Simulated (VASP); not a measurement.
A cell of BAs (zinc blende) near equilibrium:

```xyz
2
Lattice="0.0000 2.3932 2.3932 2.3932 0.0000 2.3932 2.3932 2.3932 0.0000" Properties=species:S:1:pos:R:3 pbc="T T T"
B      0.0000     0.0000     0.0000
As     1.1966     1.1966     1.1966
```

Computed with r2SCAN meta-GGA, VASP's PBE PAW potentials (set 64) (plane waves; VASP).

```
run               ΔE (meV/atom)   σxx   σyy   σzz  largest shear component, with its sign (GPa)  gap (eV)
----------------  -------------  ----  ----  ----  --------------------------------------------  --------
as it is                    0.0  0.01  0.01  0.01                                          0.00      1.38
after one change            1.4  2.22  2.22  2.22                                          0.00      1.36
```
Stress is in GPa, positive when the cell is compressed; gaps are those on the k-mesh, and 0.00 means metallic.

Question: Name the change that produced these shifts.
A. shear strain γ_xy = +4.0 % with the ions relaxed
B. shear strain γ_yz = -0.5 %
C. isotropic strain of -0.5 %
D. isotropic strain of -3.0 %

Answer: C, isotropic strain of -0.5 %

The compound is BAs in the zinc blende structure.
